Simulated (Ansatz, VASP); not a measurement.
# PbO in two plane-wave programs, part 2 of 2

Aim: how closely do two programs agree when they are given the same cell, functional and k mesh? The cell is taken from a series of VASP runs on this material, whose earlier steps may have relaxed, scaled or displaced it; both programs get it as it stands. Valence electrons are named where the data sets of a main pair hold unlike numbers.

VASP 6.6.1 and Ansatz 0.2.0.

So far: The structure; VASP: band structure, r2SCAN-EpsX with an exact-exchange share of 0.15.

### Step 3. Ansatz: band structure, r2SCAN-EpsX with an exact-exchange share of 0.15

Level of this step: Ansatz beside VASP: Kohn-Sham DFT, plane waves, r2SCAN-EpsX (Ansatz).

Ansatz runs on its default PAW (the set named soft_2) files.

The same cell, functional, mesh and smearing now go to Ansatz, which takes its cutoff from its data sets.

input.yaml reads:

```yaml
crystal:
  lattice:
    - [3.96, 0.0, 0.0]
    - [0.0, 3.96, 0.0]
    - [0.0, 0.0, 5.07]
  atoms:
    - { symbol: Pb, position: [0.5, 0.0, 0.761486] }
    - { symbol: Pb, position: [0.0, 0.5, 0.238514] }
    - { symbol: O, position: [0.5, 0.5, 0.0] }
    - { symbol: O, position: [0.0, 0.0, 0.0] }
hamiltonian:
  xc: { exchange: r2scan, correlation: r2scan, exx: { coeff: 0.15 } }
  pseudopotentials: { kind: paw }
kpoints:
  mp_grid: { grid: [4, 4, 3] }
  band_path:
    path:
      - [0.0, 0.0, 0.0]
      - [0.0, 0.44444, 0.0]
      - [0.33333, 0.5, 0.0]
      - [0.5, 0.5, 0.0]
      - [0.27778, 0.27778, 0.0]
      - [0.0, 0.0, 0.11111]
      - [0.0, 0.0, 0.5]
      - [0.0, 0.44444, 0.5]
      - [0.33333, 0.5, 0.5]
      - [0.27778, 0.27778, 0.5]
      - [0.0, 0.5, 0.11111]
      - [0.5, 0.5, 0.0]
      - [0.5, 0.5, 0.5]
    npoints: 1
scf:
  occupations: { method: gaussian, width: 0.03 }
  n_extra_bands: 8
output:
  forces: true
  stress: true
  eigenvalues: true
```

Command:

```bash
$ ansatz run input.yaml --threads 4 --pin off --max-ram 9216MiB --backend cpu --events-out ev --progress --plain --runs-dir out
```

Numbers of over 12 decimals in the logs are rounded to 6 here.

The log of the run:

```text
Warning: output.stress: scf.convergence.dr2_threshold = 1e-7 eV (the SCF's general default) is looser than the 4e-10 eV advised for a printed stress (1e-10 eV for each atom of the cell: 4). What an SCF threshold leaves in a stress goes as its square root, and in the free energy as the threshold itself, and one threshold admits the most on a small cell: [figures from the program's tests cut] Set scf.convergence.dr2_threshold to 4e-10 eV or tighter. The threshold is an SCF's pass mark: one that does not reach it within its budget of iterations ends unconverged, or closes short of it on a stop that the run arms, and scf.convergence.dr2_threshold's page says what that costs each kind of run
Warning: output.stress: scf.exx.energy_threshold = 1e-6 eV is looser than the 4e-8 eV advised for a stress under a hybrid functional (1e-8 eV for each atom of the cell: 4). Every SCF of the exchange loop can meet its threshold on dr2 while the loop round them stops early: no threshold on dr2 bounds what that leaves in the stress. Set scf.exx.energy_threshold to 4e-8 eV or tighter. The threshold is the loop's pass mark: a loop that does not reach it within its budget of cycles ends unconverged, and scf.exx.energy_threshold's page has the law
scf.n_extra_bands = 8 over 20 filled bands (N_el = 40.0): the run solves 28 bands
Engine: ansatz 0.2.0, aarch64-unknown-linux-gnu
Pseudopotentials: kind: paw
Pseudopotential: Pb, paw, valence charge 14, recommended cutoff 500 eV (meta_gga), Pb.paw.azcp
Pseudopotential: O, paw, valence charge 6, recommended cutoff 500 eV (meta_gga), O.paw.azcp
Functional definition: unnamed
  parameter a_1 = 0.15
  exchange = (1 - a_1)*r2scan_x + a_1*exact_x
  correlation = r2scan_c
Crystal: 4 atoms, lattice volume = 79.506 Å³
Basis set: ecut = 500 eV, 2019 PW (Γ), exchange–correlation on 120×120×160 points (64 copies of the dense FFT grid, shifted against one another)
Bands: 28, of which v1, the nominal top of the filled ones, is band 20 counted from 1 (19 counted from 0)
Symmetry: 16 space group operations
Space group: P4/nmm (ITA 129), of the structure as read, at distance tolerance 4.3e-5 Å
k-points: 12 of 48
Non-local potential: Pb, projectors of the file, l = 0: 2, l = 1: 2, l = 2: 2, l = 3: 2
Non-local potential: O, projectors of the file, l = 0: 2, l = 1: 2, l = 2: 1
PAW form: soft (Blöchl's): semilocal exchange-correlation on the pseudo side does not see the compensation charge
PAW frozen core: Pb, regenerated for the run's functional, and the local potential with it (the file was generated under x = pbe(κ = 0.804, μ = 0.219515), c = pbe(β = 0.066725))
PAW frozen core: O, regenerated for the run's functional, and the local potential with it (the file was generated under x = pbe(κ = 0.804, μ = 0.219515), c = pbe(β = 0.066725))
PAW one-centre angular grid: Pb, 590 points (default); XC on 160 Gauss nodes
PAW one-centre angular grid: O, 302 points (default); XC on 160 Gauss nodes
Initial density: superposition of atomic densities (neutral atoms: chi_scale 0, normalization atom), corrected by the library's trained network
Initial wavefunctions: pseudopotential atomic-orbital guess
Functional: x = r2scan, c = r2scan; τ floored in thin density (d = 2e-4 eV/Å³), warm-up for x = 0.85 r2scan + 0.15 exact, c = r2scan; τ floored in thin density (d = 2e-4 eV/Å³)
SCF iter   1: F=—  HF=-24978.583171 eV  |F-HF|=—  |Δ(HF+E_count)|=         —  Δρ=9.36e-3  dr2=6.47e-2  dr2_τ=1.02e-1  ethr=1.77e-3  ⟨swp⟩=12.3  Hψ=1623  notcnv=0
preconditioner: auto → none  [insulator: Δε(μ)=1.483 eV  Ē_g=18.391 eV  σ=0.030 eV  W_gap=1.00  n_scr=18 (ndim 8)  ℏωp=26.3 eV  f_vac=0.036  D(μ)=0.00/eV (n_scr^D=0)]
SCF iter   2: F=—  HF=-24978.643579 eV  |F-HF|=—  |Δ(HF+E_count)|=   6.04e-2  Δρ=6.74e-3  dr2=2.45e-2  dr2_τ=4.23e-3  ethr=1.62e-4  ⟨swp⟩=4.9  Hψ=963  notcnv=0
SCF iter   3: F=—  HF=-24978.640984 eV  |F-HF|=—  |Δ(HF+E_count)|=   2.59e-3  Δρ=2.87e-3  dr2=7.61e-3  dr2_τ=5.83e-4  ethr=6.12e-5  ⟨swp⟩=3.2  Hψ=833  notcnv=0
SCF iter   4: F=—  HF=-24978.640008 eV  |F-HF|=—  |Δ(HF+E_count)|=   9.77e-4  Δρ=1.24e-3  dr2=1.03e-3  dr2_τ=2.36e-5  ethr=1.90e-5  ⟨swp⟩=2.6  Hψ=672  notcnv=0
iter 5 solved again at ethr=8.50e-8 eV; its pass at ethr=2.57e-6 eV (dr2=3.40e-5 eV) is discarded
SCF iter   5: F=-24978.639964 eV  HF=-24978.639963 eV  |F-HF|=6.77e-7  |Δ(HF+E_count)|=   4.43e-5  Δρ=2.47e-4  dr2=3.18e-5  dr2_τ=3.35e-6  ethr=8.50e-8  ⟨swp⟩=4.2  Hψ=1384  notcnv=0
SCF 1 stopped early in 5 iterations: F = -24978.639964 eV  dr2 = 3.18e-5
  greatest PAW one-centre occupation: 0.982 electrons in one spin orbital (limit 2), on the Pb atom at site 1 (counted from 0), in its partial waves of l = 2
Initial density: handed on by an earlier stage of this run
Initial wavefunctions: those handed on with the density
Functional: x = 0.85 r2scan + 0.15 exact, c = r2scan; τ floored in thin density (d = 2e-4 eV/Å³)
Frozen-core exchange: fock
SCF iter   1: F=—  HF=-24974.841395 eV  |F-HF|=—  |Δ(HF+E_count)|=         —  Δρ=3.84e-3  dr2=1.69e-2  dr2_τ=3.07e-4  ethr=7.95e-7  ⟨swp⟩=6.6  Hψ=1658  notcnv=0
preconditioner: auto → none  [insulator: Δε(μ)=2.212 eV  Ē_g=19.923 eV  σ=0.030 eV  W_gap=1.00  n_scr=18 (ndim 8)  ℏωp=26.3 eV  f_vac=0.037  D(μ)=0.00/eV (n_scr^D=0)]
SCF iter   2: F=—  HF=-24974.838061 eV  |F-HF|=—  |Δ(HF+E_count)|=   3.33e-3  Δρ=1.01e-3  dr2=7.79e-4  dr2_τ=5.96e-5  ethr=7.95e-7  ⟨swp⟩=4.2  Hψ=1119  notcnv=0
SCF iter   3: F=—  HF=-24974.840957 eV  |F-HF|=—  |Δ(HF+E_count)|=   2.90e-3  Δρ=4.29e-4  dr2=1.12e-4  dr2_τ=2.12e-6  ethr=7.95e-7  ⟨swp⟩=3.8  Hψ=753  notcnv=0
SCF iter   4: F=—  HF=-24974.840962 eV  |F-HF|=—  |Δ(HF+E_count)|=   4.84e-6  Δρ=1.56e-4  dr2=1.54e-5  dr2_τ=7.88e-7  ethr=2.50e-7  ⟨swp⟩=2.9  Hψ=624  notcnv=0
SCF iter   5: F=—  HF=-24974.841019 eV  |F-HF|=—  |Δ(HF+E_count)|=   5.77e-5  Δρ=1.32e-4  dr2=1.62e-5  dr2_τ=1.10e-6  ethr=1.97e-8  ⟨swp⟩=4.0  Hψ=1007  notcnv=0
SCF iter   6: F=-24974.841016 eV  HF=-24974.841016 eV  |F-HF|=2.73e-7  |Δ(HF+E_count)|=   3.60e-6  Δρ=2.04e-5  dr2=4.04e-7  dr2_τ=1.57e-8  ethr=1.97e-8  ⟨swp⟩=3.2  Hψ=681  notcnv=0
SCF 2 stopped early in 6 iterations: F = -24974.841016 eV  dr2 = 4.04e-7
  Residual-converged pass: ⟨swp⟩=4.1  Hψ=921  notcnv=0  max |occ|·‖R‖ = 6.6e-6 eV (tolerance 6.7e-6 eV)  dr2=4.52e-7  dr2_τ=1.85e-8  dr2_onsite=7.06e-8  max |Δocc| = 0.0e0
  greatest PAW one-centre occupation: 0.983 electrons in one spin orbital (limit 2), on the Pb atom at site 1 (counted from 0), in its partial waves of l = 2
hybrid outer 1: dexx = +3.073e-3 eV, tail = 3.06e-6 eV
Frozen-core exchange: fock
SCF iter   1: F=—  HF=-24974.840992 eV  |F-HF|=—  |Δ(HF+E_count)|=         —  Δρ=1.07e-5  dr2=1.23e-7  dr2_τ=1.26e-8  ethr=3.83e-8  ⟨swp⟩=5.2  Hψ=856  notcnv=0
preconditioner: auto → none  [insulator: Δε(μ)=2.167 eV  Ē_g=19.903 eV  σ=0.030 eV  W_gap=1.00  n_scr=18 (ndim 8)  ℏωp=26.3 eV  f_vac=0.039  D(μ)=0.00/eV (n_scr^D=0)]
SCF iter   2: F=—  HF=-24974.840992 eV  |F-HF|=—  |Δ(HF+E_count)|=   1.99e-8  Δρ=5.38e-6  dr2=1.72e-8  dr2_τ=1.55e-9  ethr=2.29e-10  ⟨swp⟩=4.1  Hψ=904  notcnv=0
SCF iter   3: F=—  HF=-24974.840992 eV  |F-HF|=—  |Δ(HF+E_count)|=   3.05e-8  Δρ=2.34e-6  dr2=3.49e-9  dr2_τ=3.34e-10  ethr=3.18e-11  ⟨swp⟩=3.5  Hψ=821  notcnv=0  defer=1
SCF iter   4: F=-24974.840992 eV  HF=-24974.840992 eV  |F-HF|=4.00e-10  |Δ(HF+E_count)|=  6.15e-10  Δρ=9.91e-7  dr2=5.78e-10  dr2_τ=5.71e-11  ethr=7.67e-12  ⟨swp⟩=3.0  Hψ=713  notcnv=0
SCF 3 converged in 4 iterations: F = -24974.840992 eV  dr2 = 5.78e-10
  Residual-converged pass: ⟨swp⟩=4.0  Hψ=835  notcnv=0  max |occ|·‖R‖ = 5.8e-7 eV (tolerance 6.3e-7 eV)  dr2=6.01e-10  dr2_τ=5.84e-11  dr2_onsite=7.97e-11  max |Δocc| = 0.0e0
hybrid outer 2: dexx = +3.256e-8 eV, tail = 1.67e-9 eV, Δε = 4.05e-4 eV (about 1.16e-5 eV left of the loop's levels), ΔF = 3.44e-3 eV/Å (tail 2.85e-4)
NSCF: frozen V_eff on 13 k-points
hybrid SCF converged: 2 outer / 10 inner (+5 warm-up), last move |dexx| = 3.26e-8 eV, tail = 1.67e-9 eV
Stability not checked: this state was not tested for a lower state beside it, because the functional holds exact exchange (a hybrid, or Hartree-Fock), whose exchange loop this test does not read (fock_operator; see scf.lower_state_search)
Free energy (F): -24974.840992 eV
Frozen-core exchange: fock
Harris-Foulkes:  -24974.840992 eV  (|F-HF|=4.00e-10)
Internal energy: -24974.840992 eV  (E = F + TS)
E sigma→0 (E₀):  -24974.840992 eV
Fermi energy:    8.962444 eV
--- Per-component energies (eV) ---
  E_band       = -175.613840
  E_kinetic    = 929.672053
  E_local      = -3122.980922  (includes V_loc(G=0)·N_el)
  E_nonlocal   = 797.799891
  E_hartree    = 1249.280978
  E_xc         = -485.425188
  E_vxc        = -428.374531  (∫ρ·V_xc dr)
  E_exx        = -70.828663  (= α·E_x^exact, valence–valence)
  E_paw        = -21193.494858  (= ΣΔE_a)
  E_vpaw       = -736.488500  (= ΣTr[D̂ρ^β])
  E_aug_tail   = 0.002112  (compensation charges beyond the density's cutoff)
  E_vtau       = 27.851247  (kinetic-family band-sum trace: ∫τ·v_τ [+ j·A + Jᵃ·Aᵃ] dr)
  E_ewald      = -3080.695928
  E_core_change = 1.829531  (= ΣΔE_core)
  E_smearing   = -0.000000  (= −TS)
  E_closure    = 0.000001  (closes the sum)
  Σ components = -24974.840992   (vs F -24974.840992, Δ=0.00e0)
--- Forces (eV/Å), atoms counted from 1 ---
  atom   1  Pb     0.00000000     0.00000000     0.60944797
  atom   2  Pb     0.00000000     0.00000000    -0.60944797
  atom   3  O      0.00000000     0.00000000    -0.00000000
  atom   4  O      0.00000000     0.00000000     0.00000000
  max |Σ_I F_I| component: 2.22e-16 eV/Å
--- Stress (GPa, compression-positive) ---
       -0.659160       0.000000       0.000000
        0.000000      -0.659160       0.000000
        0.000000       0.000000      -1.484886
  P = ⅓ Tr σ = -0.9344 GPa (-9.344 kbar)
--- Band table (eV; the first three rows and the last of 12) ---
  k-point 0: bands = [... 16 lower, 5.7147, 5.8394, 5.8394, 7.8793, 11.5512, 14.6799, 14.7762, 14.7762, ... 4 higher]
  k-point 1: bands = [... 16 lower, 5.6897, 5.8213, 5.8213, 7.0023, 11.1764, 13.3345, 13.3345, 13.7166, ... 4 higher]
  k-point 2: bands = [... 16 lower, 4.9361, 5.4030, 5.5081, 7.5320, 12.6158, 12.7211, 14.6853, 15.1447, ... 4 higher]
  k-point 11: bands = [... 16 lower, 5.4538, 5.4538, 6.4872, 6.4872, 11.4588, 11.4588, 14.8987, 14.8987, ... 4 higher]
```

Run time: 1.7 min. Hardware: 4 threads of Arm Neoverse N1, shared host; peak memory 1.5 GiB; 6.3 min of CPU time.

The column dr2 measures how far the density is from self-consistency, as an energy; F and HF (Harris–Foulkes) agree once it is small.

### Step 4. Side by side

Known differences besides the potentials themselves: exact exchange at q = 0 is treated differently, which shows on coarse meshes; VASP keeps PBE cores, Ansatz makes them for the functional; the cutoff is 500 eV in Ansatz and 460 eV in VASP; VASP takes a coarser grid for exact exchange (PRECFOCK = Fast). Total energies have different zeros and are not compared.

Both answers:

```csv
quantity,Ansatz,VASP,difference
gap over the path points (eV),2.167,2.155,+0.012
```

Forces (eV/Å; atoms numbered as in POSCAR):

```csv
atom,"Ansatz x, y, z","VASP x, y, z"
Pb1,"0.000, 0.000, 0.609","0.000, 0.000, 0.505"
Pb2,"0.000, 0.000, -0.609","0.000, 0.000, -0.505"
O3,"0.000, 0.000, 0.000","0.000, 0.000, 0.000"
O4,"0.000, 0.000, 0.000","0.000, 0.000, 0.000"
```

Levels at points of the path, from each program's valence-band top (eV; 4 filled, then empty):

```csv
k (reciprocal lattice),Ansatz,VASP
0.000 0.000 0.000,-2.17 -2.04 -2.04 0.00 3.67 6.80 6.90,-2.17 -2.05 -2.05 0.00 3.63 6.77 6.89
0.000 0.444 0.000,-3.50 -3.24 -2.30 -1.62 4.43 4.66 7.80,-3.50 -3.25 -2.31 -1.62 4.42 4.64 7.78
0.333 0.500 0.000,-2.20 -2.20 -1.66 -1.66 2.90 2.90 6.55,-2.20 -2.20 -1.66 -1.66 2.89 2.89 6.53
0.500 0.500 0.000,-1.98 -1.98 -1.39 -1.39 2.17 2.17 6.43,-1.97 -1.97 -1.39 -1.39 2.15 2.15 6.41
0.278 0.278 0.000,-3.20 -3.14 -1.59 -0.86 3.81 4.28 6.05,-3.20 -3.15 -1.60 -0.86 3.80 4.26 6.04
0.000 0.000 0.111,-2.17 -2.04 -2.04 -0.10 3.56 6.49 6.49,-2.18 -2.05 -2.05 -0.10 3.52 6.48 6.48
0.000 0.000 0.500,-2.20 -2.06 -2.06 -1.36 3.32 5.19 5.19,-2.20 -2.07 -2.07 -1.36 3.27 5.17 5.17
0.000 0.444 0.500,-3.67 -3.22 -1.32 -1.29 3.83 4.45 7.22,-3.68 -3.23 -1.31 -1.29 3.82 4.43 7.21
0.333 0.500 0.500,-2.13 -2.13 -1.73 -1.73 4.64 4.64 5.57,-2.13 -2.13 -1.73 -1.73 4.63 4.63 5.56
0.278 0.278 0.500,-2.98 -1.99 -1.59 -1.48 3.72 4.74 5.27,-2.98 -1.99 -1.59 -1.48 3.71 4.74 5.25
```

The forces differ by 43 meV/Å r.m.s., which is 20.6 % of the r.m.s. force of 0.206 eV/Å (both taken over all components). Among the levels compared at these points, filled levels agree within 14 meV and empty ones within 51 meV.

### Step 5. Further runs

Further runs change the set-up of one program: Ansatz's method, potentials or start, or VASP's data sets, cutoff or form of LDA. The table gives Ansatz less VASP for each quantity, since a change that brings one quantity closer may part another.

```csv
run,r.m.s. force difference (meV/Å),gap over the path points (eV)
as above,43,0.012
cores kept as stored,40,0.013
Ansatz's larger PAW set (cutoff 900 eV),41,0.016
norm-conserving potentials (cutoff 1290 eV),32,-0.0060
```

### Step 6. Outcome

| Item | Value |
| --- | --- |
| r.m.s. force difference (band structure, r2SCAN-EpsX with an exact-exchange share of 0.15) | 21 % of the r.m.s. force |

In words: The r.m.s. force difference is 21 % of the r.m.s. force (band structure, r2SCAN-EpsX with an exact-exchange share of 0.15), beyond the 3 % picked in this series as the mark of a large difference. Band structure, r2SCAN-EpsX with an exact-exchange share of 0.15, Ansatz's larger PAW set (cutoff 900 eV): the difference in gap over the path points goes from 0.012 to 0.016 eV. Band structure, r2SCAN-EpsX with an exact-exchange share of 0.15, norm-conserving potentials (cutoff 1290 eV): r.m.s. force difference goes from 43 to 32 meV/Å; the difference in gap over the path points goes from 0.012 to -0.0060 eV. Such differences can come from data sets, numerical settings and the points named under the comparisons, not from the functional's error against experiment.

[Lines on the potential files, build, host, timing and source positions are cut from VASP's logs without a mark.]

[Logs are printed without paths, hosts, clocks, repeated set-up lines and the standing remarks that a program may print on its own settings, such as how far it seeks lower states.]

[Hosts, paths, dates, database ids (printed as entryN), source tags and the programs' standing remarks are cut or masked in the printed files.]
